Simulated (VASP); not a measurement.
Output of a VASP run:

**OSZICAR**
```
...
       N       E                     dE             d eps       ncg     rms          rms(c)
DAV:   1    -0.153508362593E+02   -0.82495E-03   -0.14499E-02  3210   0.117E+00    0.196E-01
DAV:   2    -0.153499926166E+02    0.84364E-03   -0.32473E-03  3225   0.518E-01    0.626E-02
DAV:   3    -0.153500772135E+02   -0.84597E-04   -0.75524E-04  3323   0.307E-01    0.107E-01
DAV:   4    -0.153499791627E+02    0.98051E-04   -0.38743E-04  3344   0.223E-01    0.270E-02
DAV:   5    -0.153499846118E+02   -0.54491E-05   -0.11704E-05  3237   0.259E-02    0.409E-03
DAV:   6    -0.153499850973E+02   -0.48548E-06   -0.56639E-07  1713   0.706E-03
   5 F= -.15349985E+02 E0= -.15345177E+02  d E =-.140260E+00
       N       E                     dE             d eps       ncg     rms          rms(c)
DAV:   1    -0.153782453340E+02   -0.28261E-01   -0.10800E+00  3264   0.809E+00    0.103E+00
DAV:   2    -0.153667553625E+02    0.11490E-01   -0.90227E-02  3290   0.283E+00    0.105E+00
DAV:   3    -0.153583672008E+02    0.83882E-02   -0.98243E-02  3313   0.339E+00    0.606E-01
DAV:   4    -0.153535259289E+02    0.48413E-02   -0.11579E-02  3320   0.108E+00    0.110E-01
DAV:   5    -0.153533051278E+02    0.22080E-03   -0.77241E-04  3384   0.212E-01    0.517E-02
DAV:   6    -0.153532813774E+02    0.23750E-04   -0.59615E-05  3325   0.786E-02    0.172E-02
DAV:   7    -0.153532805348E+02    0.84251E-06   -0.97838E-06  3397   0.328E-02
   6 F= -.15353281E+02 E0= -.15348611E+02  d E =-.329544E-02
       N       E                     dE             d eps       ncg     rms          rms(c)
DAV:   1    -0.153533679254E+02   -0.86548E-04   -0.32732E-03  3270   0.446E-01    0.572E-02
DAV:   2    -0.153533316098E+02    0.36316E-04   -0.25839E-04  3291   0.156E-01    0.553E-02
DAV:   3    -0.153533064711E+02    0.25139E-04   -0.27488E-04  3328   0.190E-01    0.340E-02
DAV:   4    -0.153532914795E+02    0.14992E-04   -0.38885E-05  3340   0.630E-02    0.539E-03
DAV:   5    -0.153532905596E+02    0.91993E-06   -0.15353E-06  1644   0.970E-03
   7 F= -.15353291E+02 E0= -.15348617E+02  d E =-.330546E-02
       N       E                     dE             d eps       ncg     rms          rms(c)
DAV:   1    -0.153565495420E+02   -0.32581E-02   -0.55476E-02  3207   0.228E+00    0.382E-01
DAV:   2    -0.153533880374E+02    0.31615E-02   -0.12339E-02  3222   0.101E+00    0.128E-01
DAV:   3    -0.153537188874E+02   -0.33085E-03   -0.33025E-03  3333   0.639E-01    0.216E-01
DAV:   4    -0.153532916245E+02    0.42726E-03   -0.16109E-03  3331   0.461E-01    0.538E-02
DAV:   5    -0.153532878638E+02    0.37607E-05   -0.48436E-05  3246   0.517E-02    0.101E-02
DAV:   6    -0.153532872446E+02    0.61917E-06   -0.40287E-06  2275   0.204E-02
   8 F= -.15353287E+02 E0= -.15348603E+02  d E =0.331494E-05
       N       E                     dE             d eps       ncg     rms          rms(c)
DAV:   1    -0.153542441062E+02   -0.95624E-03   -0.15449E-02  3210   0.120E+00    0.202E-01
DAV:   2    -0.153533552820E+02    0.88882E-03   -0.34851E-03  3222   0.537E-01    0.703E-02
DAV:   3    -0.153534712593E+02   -0.11598E-03   -0.11028E-03  3317   0.371E-01    0.125E-01
DAV:   4    -0.153533314662E+02    0.13979E-03   -0.54372E-04  3344   0.264E-01    0.278E-02
DAV:   5    -0.153533367282E+02   -0.52620E-05   -0.14030E-05  3249   0.283E-02    0.475E-03
DAV:   6    -0.153533372342E+02   -0.50604E-06   -0.68033E-07  1653   0.799E-03
   9 F= -.15353337E+02 E0= -.15348658E+02  d E =-.466746E-04
```

OUTCAR:
```
------------------------ aborting loop because EDIFF is reached ----------------------------------------
  FORCE on cell =-STRESS in cart. coord.  units (eV):
  Direction    XX          YY          ZZ          XY          YZ          ZX
  --------------------------------------------------------------------------------------
  Total        0.0048555      0.0048555     -0.0009209      0.0000000     -0.0000000      0.0000000
  in kB        0.1658653      0.1658653     -0.0314568      0.0000000     -0.0000000      0.0000000
  external PRESSURE =       0.1000913 kB  Pullay stress =       0.0000000 kB
  volume of cell :       46.90
      direct lattice vectors                 reciprocal lattice vectors
     4.503945682 -0.000000000 -0.000000000     0.222027544  0.128187656  0.000000000
    -2.251972841  3.900531568  0.000000000     0.000000000  0.256375313 -0.000000000
    -0.000000000  0.000000000  2.669784679     0.000000000  0.000000000  0.374562042
 POSITION                                       TOTAL-FORCE (eV/Angst)
 -----------------------------------------------------------------------------------
     -0.00000      0.00000      0.00000         0.000000     -0.000000      0.000000
     -0.00000      2.60036      1.33489        -0.000000      0.000000      0.000000
      2.25198      1.30018      1.33489         0.000000     -0.000000     -0.000000
 -----------------------------------------------------------------------------------
    total drift:                                0.000000      0.000000      0.000000
  FREE ENERGIE OF THE ION-ELECTRON SYSTEM (eV)
  ---------------------------------------------------
  free  energy   TOTEN  =       -15.3533372342 eV

  energy  without entropy=      -15.3439778184  energy(sigma->0) =      -15.34865753

 reached required accuracy - stopping structural energy minimisation
```
(Selected blocks of OUTCAR.)

File POSCAR:
```
Pd
1
    4.3616640000     0.0000000000     0.0000000000
   -2.1808320000     3.7773120000     0.0000000000
    0.0000000000     0.0000000000     2.6528350000
Pd
3
Direct
  0.0000000000   0.0000000000   0.0000000000
  0.3333330000   0.6666670000   0.5000000000
  0.6666670000   0.3333330000   0.5000000000
```

### Question
Reconstruct the remaining input files.

### Answer
One answer among several that fit: the input of the run itself, PBE GGA, plane waves, VASP's PBE PAW potentials (set 64).

**INCAR**
```
ISMEAR  =  0
NSW  =  50   ! most ionic steps
LCHARG  =  F
ISIF  =  3
SIGMA  =  0.05
GGA  =  PE
LWAVE  =  F
ENCUT  =  300   ! plane-wave cut-off (eV)
LMAXMIX  =  4
LASPH  =  T
ALGO  =  Normal   ! blocked Davidson
PREC  =  Accurate
NELM  =  100
EDIFF  =  1E-6   ! SCF stop (eV)
SYSTEM  =  Pd
LREAL  =  F   ! projection in real space or not
IBRION  =  2
EDIFFG  =  -0.01
```

### KPOINTS
```
Automatic mesh
0
Gamma
9 9 12
0 0 0
```

POTCAR, in this order: Pd (PBE.64 set). Program: vasp_std.

At this cut-off the stress carries a Pulay error, which pulls relaxed volumes low. Energy and stress use the plane-wave basis of the starting cell.

The structure was generated: Pd was put into an ordered model structure, which need not be its known phase. This run relaxes it. Symmetry was kept, so distortions that lower it aren't found. The run is one of a series of settings (EDIFFG = -0.01, IBRION = 2, ISIF = 3, NSW = 50 against the base run), some of them coarse on purpose.
